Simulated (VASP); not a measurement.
Tb (hcp): the lattice constant a from VASP (plane waves, PAW) at several levels of theory. Static lattice. The 4f electrons are frozen in the core of the lanthanide potential, so 4f levels, which can set the real gap, and their magnetism are missing. The measured value holds thermal and zero-point effects that the static calculation lacks.

```csv
level,lattice constant a (Å),error against measurement
PBE,3.626,+0.6 %
PBEsol,3.546,-1.7 %
RPBE,3.685,+2.2 %
AM05,3.563,-1.2 %
PBE-D3(BJ),3.565,-1.1 %
optB88-vdW,3.578,-0.8 %
rev-vdW-DF2,3.568,-1.0 %
SCAN,3.593,-0.4 %
```

Measured: 3.606 Å at 293 K (as given by Wikipedia, Terbium (infobox)).

The cell of the PBE run:

Tb is taken in the hexagonal space group P6₃/mmc (No. 194), the hcp (Mg type) structure, Pearson symbol hP2. Conventional cell: a = b = 3.626 Å, c = 5.690 Å, α = β = 90.00°, γ = 120.00°. Tb on 2c is surrounded by 12 Tb at 3.532–3.626 Å (anticuboctahedral). (Neighbours: up to the widest gap in distance over summed covalent radii, below 1.35, at either atom.)

Only levels that ran to the end are used. Left out are those held back, those with too coarse a band path, GW runs whose mesh misses a band edge, hybrids' fits of cells that aren't cubic and levels without matching references; a question may draw on a part of the rest.

The compound is Tb in the hcp structure.
